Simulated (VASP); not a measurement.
Input:

```xyz
3
Lattice="0.0000 2.7301 2.7301 2.7301 0.0000 2.7301 2.7301 2.7301 0.0000" Properties=species:S:1:pos:R:3 pbc="T T T"
Ca     0.0000     2.7301     2.7301
F      1.3651     1.3651     1.3651
F      4.0952     4.0952     4.0952
```

Computed with optB86b-vdW, VASP's PBE PAW potentials (set 64) (plane waves; VASP). Numerical set-up: 520 eV cut-off, Gaussian smearing of 0.050 eV, potentials Ca_sv F.

Problem. Estimate the band gap (along the path) with the smallest direct gap where there is one.

Solution. 
The band gap (along the path) is 7.24 eV. The smallest direct gap (along the path) is 7.50 eV.

Only differences to runs with the same potentials and settings are physical.

The compound is CaF2 in the fluorite structure. The cell was not relaxed at this level.
